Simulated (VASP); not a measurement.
CdSe (zinc blende), at 0.96 of the tabulated volume:

```
CELL_PARAMETERS angstrom
      0.00000     2.98412     2.98412
      2.98412     0.00000     2.98412
      2.98412     2.98412     0.00000
ATOMIC_POSITIONS crystal
  Cd 0.00000 0.00000 0.00000
  Se 0.25000 0.25000 0.25000
```

The lowest empty band near Γ, direction [111], from PBE with spin-orbit coupling in VASP (PAW); its two spin partners are averaged. The gap over the points computed is 0.61 eV, and the next band on that side lies 4.92 eV away at the edge.

Settings: 400 eV cut-off, 9×9×9 Γ-centred mesh, Gaussian smearing of 0.050 eV, potentials Cd Se.

```json
[
 {"distance from the edge in k (1/Å)": "0.012", "distance in energy (meV)": "8.4"},
 {"distance from the edge in k (1/Å)": "0.018", "distance in energy (meV)": "18.7"},
 {"distance from the edge in k (1/Å)": "0.025", "distance in energy (meV)": "35.1"},
 {"distance from the edge in k (1/Å)": "0.035", "distance in energy (meV)": "65.7"},
 {"distance from the edge in k (1/Å)": "0.050", "distance in energy (meV)": "123.3"},
 {"distance from the edge in k (1/Å)": "0.070", "distance in energy (meV)": "213.9"}
]
```

Q: Fit E(1 + αE) = ħ²k²/2m* (ħ²/2m0 = 3.810 eV Å²) and predict the row at 0.095 1/Å.

A: Least squares on the energies gives the electron mass m* = 0.064 m0 and α = 1.72 per eV, and so 340.1 meV. The run gave 338.5 meV, -1.6 meV from the fit. So light an electron mass at Γ scales with the gap, and carries this level's error in it.

Left out are points under 3 meV from the edge, since the levels carry 0.1 meV, and points farther than half the way to the next band.

The compound is CdSe in the zinc blende structure, whereas wurtzite is the usual form. The cell was not relaxed at this level.
